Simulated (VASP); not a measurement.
Runs of VASP 6.6.1 on NaScSe2. The structure is tetragonal, space group P4/mmm (No. 123). Conventional cell: a = 3.901 Å, b = 3.901 Å, c = 5.350 Å, α = 90.00°, β = 90.00°, γ = 90.00°. Around Na (site symmetry 4/mmm) lie 6 Se at 2.67 to 2.76 Å. Se (site symmetry 4/mmm) has 2 Na at 2.67 Å and 4 Sc at 2.76 Å as nearest neighbours. Around Se (site symmetry 4/mmm) lie 2 Sc at 2.67 Å and 4 Na at 2.76 Å. Around Sc (site symmetry 4/mmm) lie 6 Se at 2.67 to 2.76 Å. The cell was built by a generator and needn't be a form met in nature.

```tsv
task	level	potentials or basis	cell	k mesh	cutoff (eV)	gap on the mesh (eV)	pressure (GPa)	relaxed volume (Å³/atom)
single point	LDA	VASP PAW LDA potentials, release 64 (Na_pv, Se, Sc_sv)	P4/mmm, 20.35 Å³/atom	6 × 6 × 4	520	none	0.3	-
relaxation of cell and atoms	PBEsol	VASP PAW PBE potentials, release 64 (Na_pv, Se, Sc_sv)	relaxed	6 × 6 × 4	600	none	0.0	21.23
single point	LDA	VASP PAW LDA potentials, release 64 (Na_pv, Se, Sc_sv)	P4/mmm, 21.76 Å³/atom	6 × 6 × 6	520	none	(a)	-
single point	PBE	VASP PAW PBE potentials, release 64 (Na_pv, Se, Sc_sv)	P4/mmm, 22.12 Å³/atom	6 × 6 × 4	520	none	0.1	-
relaxation of cell and atoms	PBE	VASP PAW PBE potentials, release 64 (Na_pv, Se, Sc_sv)	relaxed	6 × 6 × 4	600	none	0.0	(b)
single point	PBEsol	VASP PAW PBE potentials, release 64 (Na_pv, Se, Sc_sv)	P4/mmm, 21.16 Å³/atom	6 × 6 × 4	520	none	0.2	-
```

Alike in all rows: no spin polarisation; smearing fermi-dirac 0.02 eV.

Question: Fill in the values left out.

Answer: (a) -3.7; (b) 22.15.

Caveats: the PAW data sets were made with another functional, which shifts forces and pressure a little (some runs).

A k mesh can miss the band edges, and the runs leave out spin-orbit coupling on Se.

A gap of «none» marks a metal or a gap under the smearing width.
